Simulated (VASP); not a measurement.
# GaGe3 (P6_3/mmc) in VASP: a series of runs

One crystal, GaGe3, is run at these levels: PBEsol, vdW-DF2, PBEsol+ULG; tasks: single point, molecular dynamics, relaxation of cell and atoms.

Everything below comes from runs of VASP 6.6.1. Logs are shortened: lines on timing, memory, paths and dates and some standing lists are left out, and cuts for length are marked.

## (1) Starting point

The structure is hexagonal, space group P6_3/mmc (No. 194). The conventional cell has a = 5.985 Å, b = 5.985 Å, c = 5.035 Å, α = 90.00°, β = 90.00°, γ = 120.00°. Ge (site symmetry mm2) is surrounded by 8 Ge at 2.94 to 3.05 Å and 4 Ga at 2.99 to 3.07 Å. Ga (site symmetry -6m2) is surrounded by 12 Ge at 2.99 to 3.07 Å.

The cell comes from a database or a generator and needn't be the stable form of this composition.

## (2) Single point, PBEsol

INCAR

```
ALGO = Normal
EDIFF = 1E-7
ENCUT = 550
GGA = PS
ISIF = 2
ISMEAR = 0
LASPH = True
LCHARG = True
LELF = True
LREAL = False
LVHAR = True
LWAVE = False
NBANDS = 65
NELM = 100
PREC = Accurate
SIGMA = 0.1
```

KPOINTS

```
k-points
0
Gamma
  5 5 5
```

POSCAR

```
GaGe3
5.985
    1.000005999231      0.000000000000      0.000000000000
   -0.500002999616      0.866030599265      0.000000000000
    0.000000000000      0.000000000000      0.841261821220
Ge Ga
6 2
Direct
    0.1635615050      0.3271230100      0.2500000000
    0.1635615050      0.8364384950      0.2500000000
    0.6728769900      0.8364384950      0.2500000000
    0.8364384950      0.6728769900      0.7500000000
    0.8364384950      0.1635615050      0.7500000000
    0.3271230100      0.1635615050      0.7500000000
    0.3333333333      0.6666666667      0.7500000000
    0.6666666667      0.3333333333      0.2500000000
```

Potentials or basis: VASP PAW PBE potentials, release 64 (Ge_d_GW, Ga_d_GW).

Command:

```bash
$ cat potpaw_PBE.64/Ge_d_GW/POTCAR potpaw_PBE.64/Ga_d_GW/POTCAR > POTCAR
$ mpirun -np 1 vasp_std > vasp.out
```

OUTCAR:

```text
EDIFF = 1E-7
   ENCUT = 550
   GGA = PS
   ISIF = 2
   ISMEAR = 0
   LASPH = True
   LREAL = False
   NELM = 100
   PREC = Accurate

 ion  position               nearest neighbor table
   1  0.164  0.327  0.250-   3 2.94   2 2.94   8 2.99   8 2.99   5 3.04   5 3.04   6 3.04   6 3.04
                             3 3.05   2 3.05
   2  0.164  0.836  0.250-   1 2.94   3 2.94   8 2.99   8 2.99   6 3.04   6 3.04   4 3.04   4 3.04
                             1 3.05   3 3.05
   3  0.673  0.836  0.250-   1 2.94   2 2.94   8 2.99   8 2.99   5 3.04   5 3.04   4 3.04   4 3.04
                             1 3.05   2 3.05
   4  0.836  0.673  0.750-   6 2.94   5 2.94   7 2.99   7 2.99   2 3.04   2 3.04   3 3.04   3 3.04
                             6 3.05   5 3.05
   5  0.836  0.164  0.750-   4 2.94   6 2.94   7 2.99   7 2.99   3 3.04   3 3.04   1 3.04   1 3.04
                             4 3.05   6 3.05
   6  0.327  0.164  0.750-   4 2.94   5 2.94   7 2.99   7 2.99   2 3.04   2 3.04   1 3.04   1 3.04
                             4 3.05   5 3.05
   7  0.333  0.667  0.750-   6 2.99   4 2.99   5 2.99   5 2.99   6 2.99   4 2.99
   8  0.667  0.333  0.250-   3 2.99   1 2.99   2 2.99   2 2.99   3 2.99   1 2.99

  LATTYP: Found a hexagonal cell.
 ALAT       =     5.9850359054
 C/A-ratio  =     0.8412567743

  Lattice vectors:

 A1 = (   5.9850359054,   0.0000000000,   0.0000000000)
 A2 = (  -2.9925179527,   5.1831931366,   0.0000000000)
 A3 = (   0.0000000000,   0.0000000000,   5.0349520000)

Analysis of symmetry for initial positions (statically):
=====================================================================
 Subroutine PRICEL returns:
 Original cell was already a primitive cell.

 Routine SETGRP: Setting up the symmetry group for a
 hexagonal supercell.

 Subroutine GETGRP returns: Found 24 space group operations
 (whereof 12 operations were pure point group operations)
 out of a pool of 24 trial point group operations.

The static configuration has the point symmetry D_3d.
 The point group associated with its full space group is D_6h.

Analysis of symmetry for dynamics (positions and initial velocities):
=====================================================================
 Subroutine PRICEL returns:
 Original cell was already a primitive cell.

 Routine SETGRP: Setting up the symmetry group for a
 hexagonal supercell.

 Subroutine GETGRP returns: Found 24 space group operations
 (whereof 12 operations were pure point group operations)
 out of a pool of 24 trial point group operations.
[... 110 lines left out ...]
   ISIF   =      2    stress and relaxation
   ISYM   =      2    0-nonsym 1-usesym 2-fastsym
   POTIM  = 0.5000    time-step for ionic-motion
   TEBEG  =    0.0;   TEEND  =   0.0 temperature during run
   PSTRESS=    0.0 pullay stress
   NELECT =     110.0000    total number of electrons
   NUPDOWN=      -1.0000    fix difference up-down
   EMIN   =  10.00;   EMAX   =-10.00  energy-range for DOS
   EFERMI =   0.00;   METHOD = LEGACY
   ISMEAR =     0;   SIGMA  =   0.10  broadening in eV -4-tet -1-fermi 0-gaus
   EFERMI_NEDOS =   21; number of points for ismear=-14 and -15
   IALGO  =     38    algorithm
   IMIX   =      4    mixing-type and parameters
     AMIX     =   0.40;   BMIX     =  1.00
     AMIX_MAG =   1.60;   BMIX_MAG =  1.00
  volume/ion in A,a.u.               =      19.52       131.75
  Fermi-wavevector in a.u.,A,eV,Ry     =   1.456529  2.752441 28.864456  2.121478
  Thomas-Fermi vector in A             =   2.573437
   LORBIT       =      0    0 simple, 1 ext, 2 COOP (PROOUT), +10 PAW based schemes
   GGA     = PS    functional components
   LHFCALC =     F    Hartree Fock is set to
   AEXX    =    0.0000 exact exchange contribution
   IVDW    =     0    specifies the selected vdW correction
   LEPSILON=     F    determine dielectric tensor
   LRPA    =     F    only Hartree local field effects (RPA)
 non-spin polarized calculation
 Gauss-broadening in eV      SIGMA  =   0.10
  energy-cutoff  :      550.00
  volume of cell :      156.19
 maximum number of plane-waves:      4634
 NGX is ok and might be reduce to    48
   NGX = 23   NGY = 23   NGZ = 19

 number of electron     109.9999946 magnetization

 Free energy of the ion-electron system (eV)
  ---------------------------------------------------
  ext. energy  EPLUGINS =         0.00000000
  ---------------------------------------------------
  free energy    TOTEN  =       -34.35322651 eV

  energy without entropy =      -34.32638574  energy(sigma->0) =      -34.33980613

 E-fermi :   4.1021     XC(G=0): -11.2708

 val. band max:        4.0951574613   @ k =   0.4000   0.0000   0.2000
 cond. band min:       4.1137657442   @ k =   0.4000   0.0000   0.4000
 fundamental gap:      0.0186082829
 Fermi energy:         4.1021134850

 k-point     1 :       0.0000    0.0000    0.0000
  band No.  band energies     occupation
      1     -20.6039      2.00000
      2     -20.5923      2.00000
      3     -20.5923      2.00000
      4     -20.5848      2.00000
      5     -20.5750      2.00000
      6     -20.5675      2.00000
[... 1009 lines left out ...]
     64       7.6767      0.00000
     65       8.0078      0.00000

------------------------ aborting loop because EDIFF is reached ----------------------------------------

  FORCE on cell =-STRESS in cart. coord.  units (eV):
  Direction    XX          YY          ZZ          XY          YZ          ZX
  --------------------------------------------------------------------------------------
  -------------------------------------------------------------------------------------
  Total       -4.8240330     -4.8240330     -4.5885123      0.0000000      0.0000000      0.0000000
  in kB      -49.4836091    -49.4836091    -47.0677025      0.0000000      0.0000000      0.0000000
  external PRESSURE =     -48.6783069 kB  Pullay stress =       0.0000000 kB

 VOLUME and BASIS-vectors are now :
 -----------------------------------------------------------------------------
  energy-cutoff  :      550.00
  volume of cell :      156.19
      direct lattice vectors                 reciprocal lattice vectors
     5.985035905  0.000000000  0.000000000     0.167083375  0.096465632  0.000000000
    -2.992517953  5.183193137  0.000000000     0.000000000  0.192931263  0.000000000
     0.000000000  0.000000000  5.034952000     0.000000000  0.000000000  0.198611625

 POSITION                                       TOTAL-FORCE (eV/Angst)
 -----------------------------------------------------------------------------------
     -0.00000      1.69554      1.25874        -0.000000      0.169910      0.000000
     -1.52414      4.33542      1.25874         0.147147     -0.084955      0.000000
      1.52414      4.33542      1.25874        -0.147147     -0.084955      0.000000
      2.99252      3.48765      3.77621         0.000000     -0.169910     -0.000000
      4.51665      0.84777      3.77621        -0.147147      0.084955     -0.000000
      1.46838      0.84777      3.77621         0.147147      0.084955      0.000000
     -0.00000      3.45546      3.77621        -0.000000      0.000000      0.000000
      2.99252      1.72773      1.25874         0.000000      0.000000      0.000000
 -----------------------------------------------------------------------------------
    total drift:                               -0.000000      0.000000     -0.000000

  FREE ENERGIE OF THE ION-ELECTRON SYSTEM (eV)
  ---------------------------------------------------
  free  energy   TOTEN  =       -34.3532265148 eV

  energy  without entropy=      -34.3263857393  energy(sigma->0) =      -34.33980613
```

stdout:

```text
POSCAR found type information on POSCAR GeGa
 POSCAR found :  2 types and       8 ions
 scaLAPACK will be used
 -----------------------------------------------------------------------------
|                                                                             |
|                                                                             |
|     You enforced a specific xc type in the INCAR file but a different       |
|     I HOPE YOU KNOW WHAT YOU ARE DOING!                                     |
|                                                                             |
 -----------------------------------------------------------------------------

 LDA part: xc-table for (Slater+PW92), standard interpolation
 POSCAR, INCAR and KPOINTS ok, starting setup
 FFT: planning ... GRIDC
 FFT: planning ... GRID_SOFT
 FFT: planning ... GRID
 WAVECAR not read
 entering main loop
```

Wall time 3 min (1 thread of Intel Xeon Platinum 8375C at 2.90GHz (Ice Lake), shared host); peak memory 0.36 GiB.

Results:

```
Free energy            : -34.3532 eV
Pressure               : -4.9 GPa
Largest force          : 0.170 eV/Å
Band gap on the k mesh : none (metal or under the smearing width)
```

Forces on the atoms (eV/Å):
```
Ge   0.000  0.170  0.000
Ge   0.147 -0.085  0.000
Ge  -0.147 -0.085  0.000
Ge   0.000 -0.170  0.000
Ge  -0.147  0.085  0.000
Ge   0.147  0.085  0.000
Ga   0.000  0.000  0.000
Ga   0.000  0.000  0.000
```

Stress tensor (GPa, compression positive):
```
-4.95  0.00  0.00
 0.00 -4.95  0.00
 0.00  0.00 -4.71
```

Levels at points of the mesh, in eV from the Fermi level:
```
           k point  band 52  band 53  band 54  band 55  band 56  band 57  band 58  band 59
(0.00, 0.00, 0.00)    -1.44    -1.24    -1.24    -1.01    -0.80    -0.80     0.53     1.70
```

Caveat: the PAW data sets were made with another functional, which shifts forces and pressure a little.

## (3) Single point, PBEsol

run.py

```python
from ase.calculators.vasp import Vasp
from ase.dft.bandgap import bandgap
from ase.io import read

atoms = read('GaGe3.cif')
calc = Vasp(
    directory='calc',
    xc='pbesol',
    pp='PBE',
    setups='gw',
    prec='Accurate',
    encut=550,
    ediff=1e-07,
    ismear=0,
    sigma=0.1,
    lreal=False,
    lasph=True,
    nelm=80,
    algo='Normal',
    isif=2,
    lwave=False,
    lcharg=False,
    kpts=[5, 5, 5],
    gamma=True,
    nbands=65,
)
atoms.calc = calc

print('energy (eV):', atoms.get_potential_energy())
print('free energy (eV):', atoms.get_potential_energy(force_consistent=True))
print('forces (eV/A):')
print(atoms.get_forces())
print('stress (eV/A^3, Voigt):', atoms.get_stress())
print('Fermi level (eV):', calc.get_fermi_level())
gap, top, bottom = bandgap(calc)
print('band gap (eV):', gap, 'from (spin, k, band)', top, 'to', bottom)
```

GaGe3.cif

```cif
data_GaGe3
_cell_length_a 5.98503591
_cell_length_b 5.98503591
_cell_length_c 5.03495200
_cell_angle_alpha 90.00000000
_cell_angle_beta 90.00000000
_cell_angle_gamma 120.00000000
_space_group_name_H-M_alt 'P1'
_space_group_name_Hall 'P 1'
_space_group_IT_number 1
loop_
_space_group_symop_operation_xyz
'x,y,z'
loop_
_atom_site_label
_atom_site_type_symbol
_atom_site_symmetry_multiplicity
_atom_site_Wyckoff_symbol
_atom_site_fract_x
_atom_site_fract_y
_atom_site_fract_z
_atom_site_occupancy
Ge1 Ge 1 a 0.1635615050 0.3271230100 0.2500000000 1
Ge2 Ge 1 a 0.1635615050 0.8364384950 0.2500000000 1
Ge3 Ge 1 a 0.6728769900 0.8364384950 0.2500000000 1
Ge4 Ge 1 a 0.8364384950 0.6728769900 0.7500000000 1
Ge5 Ge 1 a 0.8364384950 0.1635615050 0.7500000000 1
Ge6 Ge 1 a 0.3271230100 0.1635615050 0.7500000000 1
Ga1 Ga 1 a 0.3333333333 0.6666666667 0.7500000000 1
Ga2 Ga 1 a 0.6666666667 0.3333333333 0.2500000000 1
```

Potentials or basis: VASP PAW PBE potentials, release 64 (Ge_d_GW, Ga_d_GW).

Command:

```bash
$ python run.py
```

Run time: 2.7 min. Hardware: 1 thread of Intel Xeon Platinum 8375C at 2.90GHz (Ice Lake), shared host; peak memory 0.36 GiB.

It converged, with:

```yaml
Free_energy: -34.3532 eV
Pressure: -4.9 GPa
Largest_force: 0.170 eV/Å
Band_gap_on_the_k_mesh: none (metal or under the smearing width)
```

Forces on the atoms (eV/Å):
```
Ge   0.000  0.170  0.000
Ge   0.147 -0.085  0.000
Ge  -0.147 -0.085  0.000
Ge   0.000 -0.170  0.000
Ge  -0.147  0.085  0.000
Ge   0.147  0.085  0.000
Ga   0.000  0.000  0.000
Ga   0.000  0.000  0.000
```

Stress tensor (GPa, compression positive):
```
-4.95  0.00  0.00
 0.00 -4.95  0.00
 0.00  0.00 -4.71
```

Levels at points of the mesh, in eV from the Fermi level:
```tsv
k point	band 51	band 52	band 53	band 54	band 55	band 56	band 57	band 58	band 59	band 60
(0.00, 0.00, 0.00)	-2.61	-1.44	-1.24	-1.24	-1.01	-0.80	-0.80	0.53	1.70	1.70
```

Caveat: the PAW data sets were made with another functional, which shifts forces and pressure a little.

[end of part 1 of 2]
